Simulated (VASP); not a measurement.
```
Fe
1.0
   -1.41553     1.41553     1.41553
    1.41553    -1.41553     1.41553
    1.41553     1.41553    -1.41553
Fe
1
Direct
  0.00000   0.00000   0.00000
```
Starting moments (μB, in the order of the record's atoms Fe): 2.2.

The numbers are results of PBE GGA, VASP's PBE PAW potentials (set 64) (plane waves; VASP), not measurements. Run with 480 eV cut-off, 16×16×16 Γ-centred mesh, first-order Methfessel-Paxton smearing of 0.10 eV, potentials Fe.

Each relaxation starts from this cell; other phases were not tried.

**Question.** The cell is relaxed at 10 GPa. What happens?

**Answer.** The volume per atom goes from 11.35 to 10.81 Å³ (-4.7 %), and the cell becomes a = b = c = 2.786 Å, α = β = γ = 90.00°, space group Im-3m.

**Question.** The cell is relaxed at 30 GPa. What happens?

**Answer.** The volume per atom goes from 11.35 to 10.07 Å³ (-11.3 %), and the cell becomes a = b = c = 2.720 Å, α = β = γ = 90.00°, space group Im-3m.

Failed runs are left out, and for metals the shear rows, which the mesh's noise covers.

The compound is Fe in the bcc structure. The spin order is the one that the start imposed; others were not tried in this run.
